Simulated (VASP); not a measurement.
KAuCl3 (space group Pm-3m): computed properties

Calculation: PBEsol GGA, VASP's PBE PAW potentials (set 64) (plane waves; VASP).

- space group = Pm-3m (221)
- cell = a = 5.0245 Å, b = 5.0245 Å, c = 5.0245 Å, α = 90.00°, β = 90.00°, γ = 90.00°
- volume per atom = 25.37 Å³/atom
- band gap (over mesh and band path) = none (metal, semimetal or under 0.01 eV)
- band gap with spin-orbit coupling = none (metallic)
- density = 4.48 g/cm³

AuKCl$_{3}$ is taken in the cubic space group Pm-3m (No. 221), the cubic perovskite structure, Pearson symbol cP5. Lattice parameters: a = 5.0245 Å, b = 5.0245 Å, c = 5.0245 Å, α = 90.00°, β = 90.00°, γ = 90.00°. K on 1b sees 12 Cl at 3.553 Å (cuboctahedral). Au on 1a sees 6 Cl at 2.512 Å (octahedral). Cl on 3d is surrounded by 2 Au at 2.512 Å and 4 K at 3.553 Å (octahedral). (Neighbours: up to the widest gap in distance over summed covalent radii, below 1.35, at either atom; cation-cation and far metal-metal contacts left out.)

Unless said otherwise, spin-orbit coupling is left out, though it shifts the bands of the heavy elements here.

The structure comes from a computed database's KAuCl3 entry (Pm-3m); how it stands against other phases isn't given here. It was relaxed first, which changed the volume by -7 %. Symmetry was kept, so distortions that lower it aren't found. The electron count is odd and the run is not spin-polarised, which forces a metal.
